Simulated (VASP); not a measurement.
Computed with PBE GGA, VASP's PBE PAW potentials (set 64) (plane waves; VASP).

VASP ran on this input.

INCAR:
```
# general
SYSTEM  = CuZn
PREC    = Accurate
ENCUT   = 300
LREAL   = .False.
LASPH   = .True.

# electronic loop
EDIFF   = 1E-6
NELM    = 100
ALGO    = Normal
LMAXMIX = 4

# smearing
ISMEAR  = -1
SIGMA   = 0.1

# functional
GGA     = PE

# ions
ISIF    = 2

# output
LWAVE   = .False.
LCHARG  = .False.
```

### POSCAR
```
CuZn
1
    2.9500000000     0.0000000000     0.0000000000
    0.0000000000     2.9500000000     0.0000000000
    0.0000000000     0.0000000000     2.9500000000
Zn Cu
1 1
Direct
  0.5000000000   0.5000000000   0.5000000000
  0.0000000000   0.0000000000   0.0000000000
```

**KPOINTS**
```
K-points
0
gamma
11 11 11
0.5 0.5 0.5
```

POTCAR, in this order: Zn Cu (PBE.64 set). Program: vasp_std.

The run wrote:

### OSZICAR
```
       N       E                     dE             d eps       ncg     rms          rms(c)
DAV:   1     0.884902491778E+02    0.88490E+02   -0.83351E+03  1744   0.170E+03
DAV:   2    -0.404416438715E+01   -0.92534E+02   -0.90239E+02  1680   0.277E+02
DAV:   3    -0.608063153733E+01   -0.20365E+01   -0.20307E+01  2051   0.542E+01
DAV:   4    -0.609338093546E+01   -0.12749E-01   -0.12747E-01  1946   0.376E+00
DAV:   5    -0.609354088892E+01   -0.15995E-03   -0.15995E-03  2161   0.455E-01    0.949E+00
DAV:   6    -0.595637853413E+01    0.13716E+00   -0.17172E+01  1881   0.102E+02    0.603E+00
DAV:   7    -0.502300554114E+01    0.93337E+00   -0.38411E+00  1776   0.992E+01    0.222E+00
DAV:   8    -0.502633483208E+01   -0.33293E-02   -0.19555E-01  2272   0.599E+00    0.128E+00
DAV:   9    -0.501652508598E+01    0.98097E-02   -0.22869E-02  1975   0.374E+00    0.466E-02
DAV:  10    -0.501653913144E+01   -0.14045E-04   -0.52370E-04  2414   0.378E-01    0.250E-02
DAV:  11    -0.501654024585E+01   -0.11144E-05   -0.18263E-05  2343   0.105E-01    0.119E-02
DAV:  12    -0.501653902806E+01    0.12178E-05   -0.10906E-06  1317   0.341E-02    0.212E-03
DAV:  13    -0.501653903676E+01   -0.86952E-08   -0.41406E-07  1057   0.163E-02
   1 F= -.50165390E+01 E0= -.50092801E+01  d E =-.145180E-01
```

### OUTCAR
```
------------------------ aborting loop because EDIFF is reached ----------------------------------------
  FORCE on cell =-STRESS in cart. coord.  units (eV):
  Direction    XX          YY          ZZ          XY          YZ          ZX
  --------------------------------------------------------------------------------------
  Total        0.1399558      0.1399558      0.1399558     -0.0000000      0.0000000     -0.0000000
  in kB        8.7344489      8.7344489      8.7344489     -0.0000000      0.0000000     -0.0000000
  external PRESSURE =       8.7344489 kB  Pullay stress =       0.0000000 kB
  volume of cell :       25.67
      direct lattice vectors                 reciprocal lattice vectors
     2.950000000  0.000000000  0.000000000     0.338983051  0.000000000  0.000000000
     0.000000000  2.950000000  0.000000000     0.000000000  0.338983051  0.000000000
     0.000000000  0.000000000  2.950000000     0.000000000  0.000000000  0.338983051
 POSITION                                       TOTAL-FORCE (eV/Angst)
 -----------------------------------------------------------------------------------
      1.47500      1.47500      1.47500         0.000000      0.000000      0.000000
      0.00000      0.00000      0.00000         0.000000      0.000000      0.000000
 -----------------------------------------------------------------------------------
    total drift:                                0.000000     -0.000000      0.000000
  FREE ENERGIE OF THE ION-ELECTRON SYSTEM (eV)
  ---------------------------------------------------
  free  energy   TOTEN  =        -5.0165390368 eV

  energy  without entropy=       -5.0020210646  energy(sigma->0) =       -5.00928005
```
(Selected blocks of OUTCAR.)

At this cut-off the stress carries a Pulay error, which pulls relaxed volumes low.

The structure is a typed CuZn crystal. The cell was not relaxed at this level. The run is one of a series of settings (ISMEAR = -1 against the base run), some of them coarse on purpose. The electron count is odd and the run is not spin-polarised, which forces a metal.
